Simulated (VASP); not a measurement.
VASP ran on this input.

**INCAR**
```
# general
SYSTEM =MgTe
PREC   =Accurate
ENCUT  =400
LREAL  =.FALSE.
LASPH  =.TRUE.

# electronic loop
EDIFF  =1E-6
NELM   =100
ALGO   =Normal
LMAXMIX=4

# smearing
ISMEAR =0
SIGMA  =0.05

# functional
GGA    =PE

# ions
ISIF   =2

# output
LWAVE  =.FALSE.
LCHARG =.FALSE.
```

File KPOINTS:
```
Automatic mesh
0
Gamma
6 6 6
0 0 0
```

File POSCAR:
```
MgTe
1
    0.0000000000     3.2742000000     3.2742000000
    3.2742000000     0.0000000000     3.2742000000
    3.2742000000     3.2742000000     0.0000000000
Mg Te
1 1
Direct
  0.0000000000   0.0000000000   0.0000000000
  0.2500000000   0.2500000000   0.2500000000
```

POTCAR, in this order: Mg Te (PBE.64 set). Program: vasp_std.

Q: Translate this PBE calculation to Quantum ESPRESSO's pw.x.

A: One equivalent input (not run):
```
&CONTROL
  calculation = 'scf'
  pseudo_dir = './pseudo'
  outdir = './out'
  tprnfor = .true.
  tstress = .true.
/
&SYSTEM
  ibrav = 0
  nat = 2
  ntyp = 2
  ecutwfc = 84
  occupations = 'smearing'
  smearing = 'gaussian'
  degauss = 0.003675
  input_dft = 'pbe'
/
&ELECTRONS
  conv_thr = 7.3e-08
  electron_maxstep = 100
/
ATOMIC_SPECIES
  Mg 24.305 Mg.upf
  Te 127.600 Te.upf
CELL_PARAMETERS angstrom
     0.0000000    3.2742000    3.2742000
     3.2742000    0.0000000    3.2742000
     3.2742000    3.2742000    0.0000000
ATOMIC_POSITIONS crystal
  Mg   0.0000000  0.0000000  0.0000000
  Te   0.2500000  0.2500000  0.2500000
K_POINTS automatic
  6 6 6 0 0 0
```
What does not carry over: the potentials are each code's own (VASP's PAW set, PseudoDojo norm-conserving files in pw.x), so ENCUT and ecutwfc are chosen apart and not converted; conv_thr bounds pw.x's estimated SCF error, while EDIFF bounds the energy change between steps.

The compound is MgTe in the zinc blende structure, whereas wurtzite is the usual form. The cell was not relaxed at this level.
